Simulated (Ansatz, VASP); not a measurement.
**SnH2 in two plane-wave programs**

Wanted: the spread between two codes on one cell, functional and k mesh. The cell is generated by rule, not measured, and may not be a known phase. The cell is taken from a series of VASP runs on this material, whose earlier steps may have relaxed, scaled or displaced it; both programs get it as it stands.

Program: Ansatz 0.2.0. Level of theory: plane waves, with VASP 6.6.1 beside it; band structure at PBEsol, spin-orbit coupling. Results are calculated unless marked as measured.

The structure was built from a prototype and need not be the compound's stable phase.

## Step 1: Starting point

Symmetry: Fm-3m, No. 225, cubic system. Conventional cell: a = 5.644 Å, b = 5.644 Å, c = 5.644 Å, α = 90.00°, β = 90.00°, γ = 90.00°. Nearest to Sn lie 8 H at 2.44 Å. Nearest to H lie 4 Sn at 2.44 Å. Farther neighbours are not listed.

As a file:

```
Sn H
1.0
     0.00000    2.82209    2.82209
     2.82209    0.00000    2.82209
     2.82209    2.82209    0.00000
Sn H
1 2
Direct
  0.00000 0.00000 0.00000
  0.25000 0.25000 0.25000
  0.75000 0.75000 0.75000
```

## Step 2: VASP: band structure, PBEsol, spin-orbit coupling

A single point gives forces, pressure and levels at one fixed geometry, so differences don't come from the geometry; what else differs is listed under the comparison.

Lines of VASP's logs that name or quote its potential files are left out, and so is its time.

File INCAR:

```
SYSTEM = SnH2
PREC = Accurate
ENCUT = 400
EDIFF = 1E-06
NELM = 100
ISMEAR = 0
SIGMA = 0.02
LREAL = .FALSE.
ALGO = Normal
GGA = PS
LNONCOLLINEAR = .TRUE.
MAGMOM = 0 0 0 0 0 0 0 0 0
NBANDS = 28
GGA_COMPAT = .FALSE.
LASPH = .TRUE.
LSORBIT = .TRUE.
LORBIT = 11
LWAVE = .FALSE.
LCHARG = .FALSE.
KPAR = 4
ISIF = 2
```

File POSCAR:

```
SnH2
1.0
    0.0000000000      2.8220900000      2.8220900000
    2.8220900000      0.0000000000      2.8220900000
    2.8220900000      2.8220900000      0.0000000000
Sn H
1 2
Direct
    0.0000000000      0.0000000000      0.0000000000
    0.2500000000      0.2500000000      0.2500000000
    0.7500000000      0.7500000000      0.7500000000
```

File KPOINTS:

```
Automatic mesh
0
Gamma
8 8 8
0 0 0
```

File KPOINTS_OPT:

```
Line mode
16
Line-mode
Reciprocal
  0.00000000   0.00000000   0.00000000 GAMMA
  0.50000000   0.00000000   0.50000000 X

  0.50000000   0.00000000   0.50000000 X
  0.50000000   0.25000000   0.75000000 W

  0.50000000   0.25000000   0.75000000 W
  0.37500000   0.37500000   0.75000000 K

  0.37500000   0.37500000   0.75000000 K
  0.00000000   0.00000000   0.00000000 GAMMA

  0.00000000   0.00000000   0.00000000 GAMMA
  0.50000000   0.50000000   0.50000000 L

  0.50000000   0.50000000   0.50000000 L
  0.62500000   0.25000000   0.62500000 U

  0.62500000   0.25000000   0.62500000 U
  0.50000000   0.25000000   0.75000000 W

  0.50000000   0.25000000   0.75000000 W
  0.50000000   0.50000000   0.50000000 L

  0.50000000   0.50000000   0.50000000 L
  0.37500000   0.37500000   0.75000000 K

  0.62500000   0.25000000   0.62500000 U
  0.50000000   0.00000000   0.50000000 X
```

PAW data sets: Sn_d and H (PBE family, release 64).

Started as:

```
mpirun -np 4 vasp_ncl
```

Numbers of over 12 decimals in the logs are rounded to 6 here.

The program printed:

```text
[banner, memory and clock lines left out]
running    4 mpi-ranks, on    1 nodes
 distrk:  each k-point on    1 cores,    4 groups
 distr:  one band on    1 cores,    1 groups

 POSCAR found type information on POSCAR SnH
 POSCAR found :  2 types and       3 ions
|                                                                             |
|               ----> ADVICE to this user running VASP <----                  |
|                                                                             |
|     You enforced a specific xc type in the INCAR file but a different       |
|     [... a line on the potential file left out ...]
|     I HOPE YOU KNOW WHAT YOU ARE DOING!                                     |
|                                                                             |

 LDA part: xc-table for (Slater+PW92), standard interpolation
 POSCAR, INCAR and KPOINTS ok, starting setup
 FFT: planning ... GRIDC
 FFT: planning ... GRID_SOFT
 FFT: planning ... GRID
 WAVECAR not read
 entering main loop
       N       E                     dE             d eps       ncg     rms          rms(c)
DAV:   1     0.120886427406E+03    0.12089E+03   -0.64526E+03  1644   0.126E+03
DAV:   2     0.629078988415E+01   -0.11460E+03   -0.10931E+03  1632   0.363E+02
DAV:   3    -0.900267778032E+01   -0.15293E+02   -0.15068E+02  1980   0.120E+02
DAV:   4    -0.959892858182E+01   -0.59625E+00   -0.59501E+00  1880   0.259E+01
DAV:   5    -0.961891447667E+01   -0.19986E-01   -0.19985E-01  2352   0.451E+00    0.306E+00
DAV:   6    -0.930035706481E+01    0.31856E+00   -0.15596E-01  2088   0.488E+00    0.141E+00
DAV:   7    -0.925042506444E+01    0.49932E-01   -0.18162E-01  1956   0.288E+00    0.496E-01
DAV:   8    -0.925068399076E+01   -0.25893E-03   -0.18460E-02  1856   0.127E+00    0.289E-01
DAV:   9    -0.925209485823E+01   -0.14109E-02   -0.27072E-03  2156   0.691E-01    0.102E-01
DAV:  10    -0.925188440506E+01    0.21045E-03   -0.11879E-03  2056   0.445E-01    0.449E-02
DAV:  11    -0.925184370350E+01    0.40702E-04   -0.16685E-04  2096   0.119E-01    0.111E-02
DAV:  12    -0.925184973324E+01   -0.60297E-05   -0.24533E-05  1740   0.315E-02    0.842E-03
DAV:  13    -0.925184979521E+01   -0.61972E-07   -0.18118E-06  1540   0.102E-02
   1 F= -.92518498E+01 E0= -.92513385E+01  d E =-.102266E-02  mag=     0.0000     0.0000    -0.0000
 Start KPOINTS_OPT (optional k-point list driver)
k-point batch [1-29\160]
       N       E                     dE             ncg
DAV:   1    -0.134496492361E+04   -0.11093E+05     1668
DAV:   2    -0.463005951621E+04   -0.32851E+04     1660
DAV:   3    -0.507302221101E+04   -0.44296E+03     2044
DAV:   4    -0.508911400257E+04   -0.16092E+02     1888
DAV:   5    -0.508964763761E+04   -0.53364E+00     2436
DAV:   6    -0.508965348710E+04   -0.58495E-02     1944
DAV:   7    -0.508965368550E+04   -0.19839E-03     2492
DAV:   8    -0.508965368797E+04   -0.24768E-05     1652
DAV:   9    -0.508965368810E+04   -0.13250E-06     1288
[...]
k-point batch [146-160\160]
       N       E                     dE             ncg
DAV:   1     0.559855677114E+04   -0.81483E+04      860
DAV:   2     0.390898294950E+04   -0.16896E+04      888
DAV:   3     0.369089393428E+04   -0.21809E+03     1064
DAV:   4     0.368327261842E+04   -0.76213E+01      940
DAV:   5     0.368301962824E+04   -0.25299E+00     1312
DAV:   6     0.368301784336E+04   -0.17849E-02      964
DAV:   7     0.368301776141E+04   -0.81949E-04     1320
DAV:   8     0.368301776055E+04   -0.86681E-06      780
```

OUTCAR, selected parts (step 2):

```text
ion  position               nearest neighbor table
   1  0.000  0.000  0.000-
   2  0.250  0.250  0.250-
   3  0.750  0.750  0.750-

  LATTYP: Found a face centered cubic cell.
 ALAT       =     5.6441800000

 Subroutine GETGRP returns: Found 48 space group operations
 (whereof 48 operations were pure point group operations)

The static configuration has the point symmetry O_h .

 Found     29 irreducible k-points:

   k-points           NKPTS =     29   k-points in BZ     NKDIM =     29   number of bands    NBANDS=     28

   dimension x,y,z NGX =    28 NGY =   28 NGZ =   28
   dimension x,y,z NGXF=    56 NGYF=   56 NGZF=   56

   ENCUT  =  400.0 eV  29.40 Ry    5.42 a.u.   6.51  6.51  6.51*2*pi/ulx,y,z

   NELECT =      16.0000    total number of electrons

 k-points in reciprocal lattice and weights: Automatic mesh
   0.00000000  0.00000000  0.00000000       0.002
   0.12500000  0.00000000  0.00000000       0.016
   0.25000000  0.00000000  0.00000000       0.016
   0.37500000  0.00000000  0.00000000       0.016
   0.50000000  0.00000000  0.00000000       0.008
   0.12500000  0.12500000  0.00000000       0.012
   0.25000000  0.12500000  0.00000000       0.047
   0.37500000  0.12500000  0.00000000       0.047
   0.50000000  0.12500000  0.00000000       0.047
[...]
-0.37500000  0.50000000  0.12500000       0.023
  -0.25000000  0.50000000  0.25000000       0.012

 average (electrostatic) potential at core
       1-102.9581       2 -31.5287       3 -31.5287

 E-fermi :   4.1860

 k-point     1 :       0.0000    0.0000    0.0000
  band No.  band energies     occupation
    ...
     10     -17.0895      1.00000
     11      -6.0972      1.00000
     12      -6.0972      1.00000
     13       3.6066      1.00000
     14       3.6066      1.00000
     15       7.2991      0.00000
     16       7.2991      0.00000
     17       7.7015      0.00000
     18       7.7015      0.00000
     19       8.1170      0.00000
    ...

 k-point     2 :       0.1250    0.0000    0.0000
  band No.  band energies     occupation
    ...
     10     -17.0870      1.00000
     11      -5.8875      1.00000
     12      -5.8875      1.00000
     13       3.2865      1.00000
     14       3.2865      1.00000
     15       5.6407      0.00000
     16       5.6407      0.00000
     17       7.3293      0.00000
     18       7.3293      0.00000
     19       7.8434      0.00000
    ...

 k-point     3 :       0.2500    0.0000    0.0000
  band No.  band energies     occupation
    ...
     10     -17.0812      1.00000
     11      -5.2676      1.00000
     12      -5.2676      1.00000
     13       1.7835      1.00000
     14       1.7835      1.00000
     15       4.5365      0.00000
     16       4.5365      0.00000
     17       6.8780      0.00000
     18       6.8780      0.00000
     19       7.3612      0.00000
    ...

  Total       -2.0943035     -2.0943035     -2.0943035      0.0000000     -0.0000000     -0.0000000
  in kB      -74.6461850    -74.6461850    -74.6461850      0.0000000     -0.0000000     -0.0000000
  external PRESSURE =     -74.6461850 kB  Pullay stress =       0.0000000 kB

  energy-cutoff  :      400.00
  volume of cell :       44.95
      direct lattice vectors                 reciprocal lattice vectors
     0.000000000  2.822090000  2.822090000    -0.177173655  0.177173655  0.177173655
     2.822090000  0.000000000  2.822090000     0.177173655 -0.177173655  0.177173655
     2.822090000  2.822090000  0.000000000     0.177173655  0.177173655 -0.177173655

 POSITION                                       TOTAL-FORCE (eV/Angst)
 -----------------------------------------------------------------------------------
      0.00000      0.00000      0.00000        -0.000000      0.000000      0.000000
      1.41105      1.41105      1.41105         0.000000      0.000000      0.000000
      4.23314      4.23314      4.23314        -0.000000     -0.000000     -0.000000
 -----------------------------------------------------------------------------------
    total drift:                               -0.000000     -0.000000      0.000000

  FREE ENERGIE OF THE ION-ELECTRON SYSTEM (eV)
  ---------------------------------------------------
  free  energy   TOTEN  =        -9.2518497952 eV

  energy  without entropy=       -9.2508271304  energy(sigma->0) =       -9.25133846

 Spin-Orbit-Coupling matrix elements
 Ion:    1  E_soc:     -0.0852622
 Ion:    2  E_soc:      0.0000000
 Ion:    3  E_soc:      0.0000000

 total charge
# of ion       s       p       d       tot
------------------------------------------
    1        1.358   0.646   9.983  11.987
    2        0.450   0.005   0.000   0.455
    3        0.450   0.005   0.000   0.455
--------------------------------------------------
tot          2.258   0.657   9.983  12.898

 magnetization (x)
# of ion       s       p       d       tot
------------------------------------------
    1       -0.000   0.000   0.000  -0.000
    2        0.000   0.000   0.000   0.000
    3        0.000   0.000   0.000   0.000
--------------------------------------------------
tot          0.000   0.000   0.000   0.000

 magnetization (y)
# of ion       s       p       d       tot
------------------------------------------
    1       -0.000   0.000   0.000  -0.000
    2        0.000   0.000   0.000   0.000
    3        0.000   0.000   0.000   0.000
--------------------------------------------------
tot         -0.000   0.000   0.000  -0.000

 magnetization (z)
# of ion       s       p       d       tot
------------------------------------------
    1       -0.000  -0.000   0.000  -0.000
    2       -0.000   0.000   0.000  -0.000
    3       -0.000   0.000   0.000  -0.000
--------------------------------------------------
tot         -0.000  -0.000   0.000  -0.000

[... 3 further parts left out ...]
```

The run ends at a pressure of -7.46 GPa.

(Continued in part 2 of 2.)

[Lines on the potential files, build, host, timing and source positions are cut from VASP's logs without a mark.]

[Logs are printed without paths, hosts, clocks, repeated set-up lines and the standing remarks that a program may print on its own settings, such as how far it seeks lower states.]

[Hosts, paths, dates, database ids (printed as entryN), source tags and the programs' standing remarks are cut or masked in the printed files.]
